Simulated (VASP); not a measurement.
Fe:

```xyz
1
Lattice="2.3343 0.0000 0.0000 0.0000 2.3343 0.0000 0.0000 0.0000 2.3343" Properties=species:S:1:pos:R:3 pbc="T T T"
Fe    0.0000    0.0000    0.0000
```

The cell was built by a generator and needn't be a form met in nature.

| Quantity | Value |
| --- | --- |
| Program | VASP 6.6.1 |
| Task | relaxation of cell and atoms |
| Functional | LDA |
| Potentials or basis | VASP PAW LDA potentials, release 64 (Fe) |
| Cutoff | 600 eV |
| k mesh | 13 × 13 × 13 |
| Occupations | fermi-dirac, width 0.1 eV |
| Spin | no spin polarisation |

At the start: pressure -28.5 GPa; volume 12.72 Å³/atom.

Where does the relaxation end?

Over 7 steps the energy falls by 198.4 meV/atom and the volume is 10.80 Å³/atom (-15.1 %); space group Pm-3m (No. 221, to 0.05 Å).

Step by step:
| step | energy change (eV) | largest force (eV/Å) | pressure (GPa) | volume (Å³) |
| --- | --- | --- | --- | --- |
| 1 | 0.0000 | 0.0000 | -28.46 | 12.72 |
| 2 | 0.1308 | 0.0000 | 68.84 | 9.00 |
| 3 | -0.1980 | 0.0000 | -1.67 | 10.87 |
| 4 | -0.1983 | 0.0000 | -0.37 | 10.82 |
| 5 | -0.1983 | 0.0000 | 0.43 | 10.78 |
| 6 | -0.1983 | 0.0000 | -0.45 | 10.82 |
| 7 | -0.1984 | 0.0000 | -0.02 | 10.80 |

Final structure:
```
Fe
1.0
     2.21042    0.00000    0.00000
     0.00000    2.21042    0.00000
     0.00000    0.00000    2.21042
Fe
1
Direct
  0.00000 0.00000 0.00000
```

Caveat: the volume moved by over 15 % at a fixed basis, so the end points are rough; the run has no spin polarisation, though such a crystal can be magnetic.
